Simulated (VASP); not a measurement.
# V3Pt (Pm-3m) in VASP: single point with LDA

Aim: the single point of V3Pt with LDA.

All numbers are computed with VASP 6.6.1; they aren't measurements. Logs are shortened: lines on timing, memory, paths and dates and some standing lists are left out, and cuts for length are marked.

## Step 1: The cell of the first run

Symmetry: Pm-3m, No. 221, cubic system. The conventional cell has a = 3.752 Å, b = 3.752 Å, c = 3.752 Å, α = 90.00°, β = 90.00°, γ = 90.00°. V (site symmetry 4/mmm) has 8 V at 2.65 Å and 4 Pt at 2.65 Å as nearest neighbours. Pt (site symmetry m-3m) is surrounded by 12 V at 2.65 Å.

## Step 2: Single point, LDA, collinear spin, typed start

INCAR

```
SYSTEM = V3Pt
ALGO     = Normal         ! electronic algorithm
EDIFF    = 1E-6           ! SCF threshold, eV
ENCUT    = 520            ! plane-wave cutoff, eV
GGA      = CA             ! functional
ISIF     = 2              ! what is computed and relaxed
ISMEAR   = -1             ! smearing method
ISPIN    = 2              ! spin polarisation
LASPH    = .True.         ! aspherical terms in the spheres
LCHARG   = .False.        ! write CHGCAR
LMAXMIX  = 4              ! l up to which the mixer works
LORBIT   = 11             ! projections on sites
LREAL    = .False.        ! projectors in reciprocal space
LWAVE    = .False.        ! write WAVECAR
MAGMOM   = 1.5 1.5 1.5 0  ! initial moments
NBANDS   = 36             ! bands
NELM     = 150            ! most SCF steps
PREC     = Accurate       ! precision mode
SIGMA    = 0.05           ! smearing width, eV
```

KPOINTS

```
k-points
0
Gamma
  9 9 9
  0 0 0
```

POSCAR

```
V3Pt
1.0
    3.7523203647      0.0000000000      0.0000000000
    0.0000000000      3.7523203647      0.0000000000
    0.0000000000      0.0000000000      3.7523203647
V Pt
3 1
Direct
    0.0000000000      0.5000000000      0.5000000000
    0.5000000000      0.0000000000      0.5000000000
    0.5000000000      0.5000000000      0.0000000000
    0.0000000000      0.0000000000      0.0000000000
```

Potentials or basis: VASP PAW LDA potentials, release 64 (V_sv, Pt).

Command:

```
$ cat potpaw_LDA.64/V_sv/POTCAR potpaw_LDA.64/Pt/POTCAR > POTCAR
$ mpirun -np 1 vasp_std > vasp.out
```

OUTCAR:

```text
SYSTEM = V3Pt
   EDIFF = 1E-6
   ENCUT = 520
   GGA = CA
   ISIF = 2
   ISMEAR = -1
   ISPIN = 2
   LASPH = .True.
   LORBIT = 11
   LREAL = .False.
   NELM = 150
   PREC = Accurate

 ion  position               nearest neighbor table
   1  0.000  0.500  0.500-   2 2.65   3 2.65   4 2.65   3 2.65   4 2.65   2 2.65   4 2.65   4 2.65
                             2 2.65   3 2.65   3 2.65   2 2.65
   2  0.500  0.000  0.500-   1 2.65   3 2.65   4 2.65   3 2.65   4 2.65   1 2.65   3 2.65   3 2.65
                             1 2.65   4 2.65   4 2.65   1 2.65
   3  0.500  0.500  0.000-   1 2.65   2 2.65   4 2.65   1 2.65   2 2.65   2 2.65   4 2.65   2 2.65
                             1 2.65   4 2.65   1 2.65   4 2.65
   4  0.000  0.000  0.000-   1 2.65   2 2.65   3 2.65   1 2.65   2 2.65   1 2.65   3 2.65   1 2.65
                             2 2.65   3 2.65   2 2.65   3 2.65

  LATTYP: Found a simple cubic cell.
 ALAT       =     3.7523203647

  Lattice vectors:

 A1 = (   3.7523203647,   0.0000000000,   0.0000000000)
 A2 = (   0.0000000000,   3.7523203647,   0.0000000000)
 A3 = (   0.0000000000,   0.0000000000,   3.7523203647)

Analysis of symmetry for initial positions (statically):
=====================================================================
 Subroutine PRICEL returns:
 Original cell was already a primitive cell.

 Routine SETGRP: Setting up the symmetry group for a
 simple cubic supercell.

 Subroutine GETGRP returns: Found 48 space group operations
 (whereof 48 operations were pure point group operations)
 out of a pool of 48 trial point group operations.

The static configuration has the point symmetry O_h .

Analysis of symmetry for dynamics (positions and initial velocities):
=====================================================================
 Subroutine PRICEL returns:
 Original cell was already a primitive cell.

 Routine SETGRP: Setting up the symmetry group for a
 simple cubic supercell.

 Subroutine GETGRP returns: Found 48 space group operations
 (whereof 48 operations were pure point group operations)
 out of a pool of 48 trial point group operations.

The dynamic configuration has the point symmetry O_h .

Analysis of structural, dynamic, and magnetic symmetry:
=====================================================================
 Subroutine PRICEL returns:
 Original cell was already a primitive cell.

 Routine SETGRP: Setting up the symmetry group for a
 simple cubic supercell.

 Subroutine GETGRP returns: Found 48 space group operations
 (whereof 48 operations were pure point group operations)
 out of a pool of 48 trial point group operations.

The overall configuration has the point symmetry O_h .

 Subroutine INISYM returns: Found 48 space group operations
 (whereof 48 operations are pure point group operations),
 and found     1 'primitive' translations

----------------------------------------------------------------------------------------

                                     Primitive cell

  volume of cell :      52.8323

  direct lattice vectors                    reciprocal lattice vectors
     3.752320365  0.000000000  0.000000000     0.266501765  0.000000000  0.000000000
     0.000000000  3.752320365  0.000000000     0.000000000  0.266501765  0.000000000
     0.000000000  0.000000000  3.752320365     0.000000000  0.000000000  0.266501765

  length of vectors
     3.752320365  3.752320365  3.752320365     0.266501765  0.266501765  0.266501765

  position of ions in fractional coordinates (direct lattice)
     0.000000000  0.500000000  0.500000000
     0.500000000  0.000000000  0.500000000
     0.500000000  0.500000000  0.000000000
     0.000000000  0.000000000  0.000000000

  ion indices of the primitive-cell ions
   primitive index   ion index
                 1           1
                 2           2
                 3           3
                 4           4

----------------------------------------------------------------------------------------

 KPOINTS: k-points

Automatic generation of k-mesh.
 Grid dimensions read from file:
 generate k-points for:    9    9    9

 Generating k-lattice:

  Cartesian coordinates                     Fractional coordinates (reciprocal lattice)
     0.029611307  0.000000000  0.000000000     0.111111111  0.000000000  0.000000000
     0.000000000  0.029611307  0.000000000     0.000000000  0.111111111  0.000000000
     0.000000000  0.000000000  0.029611307     0.000000000  0.000000000  0.111111111

  Length of vectors
     0.029611307  0.029611307  0.029611307

  Shift w.r.t. Gamma in fractional coordinates (k-lattice)
     0.000000000  0.000000000  0.000000000

 Subroutine IBZKPT returns following result:
 ===========================================

 Found     35 irreducible k-points:

 Following reciprocal coordinates:
            Coordinates               Weight
  0.000000  0.000000  0.000000      1.000000
  0.111111  0.000000  0.000000      6.000000
  0.222222  0.000000  0.000000      6.000000
  0.333333  0.000000  0.000000      6.000000
  0.444444  0.000000  0.000000      6.000000
  0.111111  0.111111  0.000000     12.000000
[... 16 lines left out ...]
  0.333333  0.333333  0.111111     24.000000
  0.444444  0.333333  0.111111     48.000000
 [... further k-points ...]
   k-points           NKPTS =     35   k-points in BZ     NKDIM =     35   number of bands    NBANDS=     36
   number of dos      NEDOS =    301   number of ions     NIONS =      4
   total plane-waves  NPLWV =  21952
   dimension x,y,z NGX =    28 NGY =   28 NGZ =   28
   dimension x,y,z NGXF=    56 NGYF=   56 NGZF=   56
   ions per type =               3   1
   NGX,Y,Z   is equivalent  to a cutoff of  12.41, 12.41, 12.41 a.u.
   NGXF,Y,Z  is equivalent  to a cutoff of  24.81, 24.81, 24.81 a.u.
 SYSTEM =  V3Pt
   PREC   = accura    normal or accurate (medium, high low for compatibility)
   ISTART =      0    job   : 0-new  1-cont  2-samecut
   ICHARG =      2    charge: 1-file 2-atom 10-const
   ISPIN  =      2    spin polarized calculation?
   LNONCOLLINEAR =      F non collinear calculations
   LSORBIT =      F    spin-orbit coupling
   LASPH  =      T    aspherical Exc in radial PAW
   ENCUT  =  520.0 eV  38.22 Ry    6.18 a.u.   6.98  6.98  6.98*2*pi/ulx,y,z
   NELM   =    150;   NELMIN=  2; NELMDL= -5     # of ELM steps
   EDIFF  = 0.1E-05   stopping-criterion for ELM
   LREAL  =      F    real-space projection
   EDIFFG = 0.1E-04   stopping-criterion for IOM
   NSW    =      0    number of steps for IOM
   IBRION =     -1    ionic relax: 0-MD 1-quasi-New 2-CG
   NFREE  =      0    steps in history (QN), initial steepest desc. (CG)
   ISIF   =      2    stress and relaxation
   ISYM   =      2    0-nonsym 1-usesym 2-fastsym
   POTIM  = 0.5000    time-step for ionic-motion
   TEBEG  =    0.0;   TEEND  =   0.0 temperature during run
   PSTRESS=    0.0 pullay stress
   NELECT =      49.0000    total number of electrons
   NUPDOWN=      -1.0000    fix difference up-down
   EMIN   =  10.00;   EMAX   =-10.00  energy-range for DOS
   EFERMI =   0.00;   METHOD = LEGACY
   ISMEAR =    -1;   SIGMA  =   0.05  broadening in eV -4-tet -1-fermi 0-gaus
   EFERMI_NEDOS =   21; number of points for ismear=-14 and -15
   IALGO  =     38    algorithm
   IMIX   =      4    mixing-type and parameters
     AMIX     =   0.40;   BMIX     =  1.00
     AMIX_MAG =   1.60;   BMIX_MAG =  1.00
  volume/ion in A,a.u.               =      13.21        89.13
  Fermi-wavevector in a.u.,A,eV,Ry     =   1.596517  3.016980 34.679445  2.548867
  Thomas-Fermi vector in A             =   2.694267
   LORBIT       =     11    0 simple, 1 ext, 2 COOP (PROOUT), +10 PAW based schemes
   GGA     = CA    functional components
   LHFCALC =     F    Hartree Fock is set to
   AEXX    =    0.0000 exact exchange contribution
   IVDW    =     0    specifies the selected vdW correction
   LEPSILON=     F    determine dielectric tensor
   LRPA    =     F    only Hartree local field effects (RPA)
 spin polarized calculation
  energy-cutoff  :      520.00
  volume of cell :       52.83
 maximum number of plane-waves:      1436
 NGX is ok and might be reduce to    28
   NGX = 13   NGY = 13   NGZ = 13

 number of electron      48.9999971 magnetization      -0.0074998

 number of electron      48.9999971 magnetization       0.0009548

 Free energy of the ion-electron system (eV)
  ---------------------------------------------------
  ext. energy  EPLUGINS =         0.00000000
  ---------------------------------------------------
  free energy    TOTEN  =       -38.31025772 eV

  energy without entropy =      -38.26222693  energy(sigma->0) =      -38.28624232

 E-fermi :  10.9987     XC(G=0): -13.6319

 val. band max:       10.9985982843   @ k =   0.4444   0.1111   0.0000
 cond. band min:      11.0145163905   @ k =   0.2222   0.0000   0.0000
 fundamental gap:      0.0159181061
 Fermi energy:        10.9987428801

 spin component 1

 k-point     1 :       0.0000    0.0000    0.0000
  band No.  band energies     occupation
      1     -52.2971      1.00000
      2     -52.0877      1.00000
      3     -52.0877      1.00000
      4     -26.7926      1.00000
      5     -26.7926      1.00000
      6     -26.7926      1.00000
[... 28 lines left out ...]
     35      14.5410      0.00000
     36      14.5410      0.00000

 k-point     2 :       0.1111    0.0000    0.0000
  band No.  band energies     occupation
      1     -52.2914      1.00000
      2     -52.0932      1.00000
      3     -52.0876      1.00000
      4     -26.7817      1.00000
      5     -26.7817      1.00000
      6     -26.7765      1.00000
[... 28 lines left out ...]
     35      15.5735      0.00000
     36      15.5735      0.00000
[... 817 lines left out ...]
     35      15.6194      0.00000
     36      17.9145      0.00000

 k-point    24 :       0.4444    0.3333    0.1111
  band No.  band energies     occupation
      1     -52.1932      1.00000
      2     -52.1525      1.00000
      3     -52.1232      1.00000
      4     -26.7667      1.00000
      5     -26.7242      1.00000
      6     -26.5890      1.00000
[... 28 lines left out ...]
     35      16.1842      0.00000
     36      17.0765      0.00000

 [... further k-points ...]

 spin component 2

 k-point     1 :       0.0000    0.0000    0.0000
  band No.  band energies     occupation
      1     -52.2969      1.00000
      2     -52.0874      1.00000
      3     -52.0874      1.00000
      4     -26.7924      1.00000
      5     -26.7924      1.00000
      6     -26.7924      1.00000
[... 28 lines left out ...]
     35      14.5412      0.00000
     36      14.5412      0.00000

 k-point     2 :       0.1111    0.0000    0.0000
  band No.  band energies     occupation
      1     -52.2912      1.00000
      2     -52.0930      1.00000
      3     -52.0874      1.00000
      4     -26.7815      1.00000
      5     -26.7815      1.00000
      6     -26.7763      1.00000
[... 28 lines left out ...]
     35      15.5737      0.00000
     36      15.5737      0.00000
[... 817 lines left out ...]
     35      15.6196      0.00000
     36      17.9146      0.00000

 k-point    24 :       0.4444    0.3333    0.1111
  band No.  band energies     occupation
      1     -52.1929      1.00000
      2     -52.1523      1.00000
      3     -52.1230      1.00000
      4     -26.7665      1.00000
      5     -26.7240      1.00000
      6     -26.5888      1.00000
[... 28 lines left out ...]
     35      16.1844      0.00000
     36      17.0767      0.00000

 [... further k-points ...]

------------------------ aborting loop because EDIFF is reached ----------------------------------------

  FORCE on cell =-STRESS in cart. coord.  units (eV):
  Direction    XX          YY          ZZ          XY          YZ          ZX
  --------------------------------------------------------------------------------------
  -------------------------------------------------------------------------------------
  Total        0.1933553      0.1933553      0.1933553      0.0000000      0.0000000     -0.0000000
  in kB        5.8636365      5.8636365      5.8636365      0.0000000      0.0000000     -0.0000000
  external PRESSURE =       5.8636365 kB  Pullay stress =       0.0000000 kB

 VOLUME and BASIS-vectors are now :
 -----------------------------------------------------------------------------
  energy-cutoff  :      520.00
  volume of cell :       52.83
      direct lattice vectors                 reciprocal lattice vectors
     3.752320365  0.000000000  0.000000000     0.266501765  0.000000000  0.000000000
     0.000000000  3.752320365  0.000000000     0.000000000  0.266501765  0.000000000
     0.000000000  0.000000000  3.752320365     0.000000000  0.000000000  0.266501765

 POSITION                                       TOTAL-FORCE (eV/Angst)
 -----------------------------------------------------------------------------------
      0.00000      1.87616      1.87616         0.000000      0.000000      0.000000
      1.87616      0.00000      1.87616         0.000000      0.000000      0.000000
      1.87616      1.87616      0.00000         0.000000      0.000000      0.000000
      0.00000      0.00000      0.00000         0.000000      0.000000      0.000000
 -----------------------------------------------------------------------------------
    total drift:                                0.000000      0.000000      0.000000

  FREE ENERGIE OF THE ION-ELECTRON SYSTEM (eV)
  ---------------------------------------------------
  free  energy   TOTEN  =       -38.3102577208 eV

  energy  without entropy=      -38.2622269266  energy(sigma->0) =      -38.28624232

 total charge

# of ion       s       p       d       tot
------------------------------------------
    1        2.333   6.237   3.111  11.681
    2        2.333   6.237   3.111  11.681
    3        2.333   6.237   3.111  11.681
    4        0.860   0.865   7.993   9.719
--------------------------------------------------
tot          7.858  19.577  17.326  44.760

 magnetization (x)

# of ion       s       p       d       tot
------------------------------------------
    1        0.000   0.000   0.000   0.000
    2        0.000   0.000   0.000   0.000
    3        0.000   0.000   0.000   0.000
    4       -0.000   0.000  -0.000  -0.000
--------------------------------------------------
tot          0.000   0.000   0.000   0.000
```

Wall time 2.2 min (1 thread of AMD EPYC 7R43 (Zen 3), shared host); peak memory 0.18 GiB.

Results:

```
Free energy                                           : -38.3103 eV
Pressure                                              : 0.6 GPa
Band gap on the k mesh                                : none (metal or under the smearing width)
Net moment                                            : 0.00 μB per cell
Valence electrons inside the program's atomic spheres : V 11.68; Pt 9.72
```

Levels at points of the mesh, in eV from the Fermi level:
Spin up:
| k point | band 20 | band 21 | band 22 | band 23 | band 24 | band 25 | band 26 | band 27 | band 28 | band 29 |
| --- | --- | --- | --- | --- | --- | --- | --- | --- | --- | --- |
| (0.00, 0.00, 0.00) | -0.80 | -0.80 | -0.80 | 0.85 | 0.85 | 2.71 | 2.71 | 2.71 | 2.72 | 2.72 |
Spin down:
```csv
k point,band 22,band 23,band 24,band 25,band 26,band 27
"(0.00, 0.00, 0.00)",-0.80,0.85,0.85,2.71,2.71,2.71
```
